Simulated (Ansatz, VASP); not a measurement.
## Be16HN in VASP and in Ansatz

```
CELL_PARAMETERS angstrom
4.58000 0.00000 0.00000
2.29000 3.96640 0.00000
0.00000 0.00000 18.38265
ATOMIC_POSITIONS crystal
Be 0.83333 0.33333 0.05440
Be 0.33333 0.33333 0.05440
Be 0.83333 0.83333 0.05440
Be 0.33333 0.83333 0.05440
Be 0.00000 0.00000 0.15545
Be 0.49800 0.00401 0.15537
Be 0.00401 0.49800 0.15537
Be 0.49800 0.49800 0.15537
Be 0.83350 0.33300 0.25415
Be 0.33333 0.33333 0.25678
Be 0.83350 0.83350 0.25415
Be 0.33300 0.83350 0.25415
Be 0.00000 0.00000 0.34252
Be 0.50464 0.99071 0.36712
Be 0.99071 0.50464 0.36712
Be 0.50464 0.50464 0.36712
N 0.66667 0.66667 0.41775
H 0.33333 0.33333 0.40678
```

Alike in both runs: functional PBE; k mesh 5 × 5 × 1; occupations gaussian, width 0.15 eV; no spin polarisation.

Ansatz relaxed the structure, and its values are those at the end. VASP's run is a single point on that final structure, the one shown.

|  | VASP | Ansatz |
| --- | --- | --- |
| version | VASP 6.6.1 | Ansatz 0.2.0 |
| potentials or method | VASP PAW PBE potentials, release 64 (Be, N, H) | scalar-relativistic, plane waves, PAW |
| plane-wave cutoff (eV) | 520 | 420 |
| valence electrons in the cell | 38 | 38 |

```tsv
	VASP	Ansatz	Ansatz less VASP
rms of the force components (eV/Å)	0.020	0.019	-0.0015
```
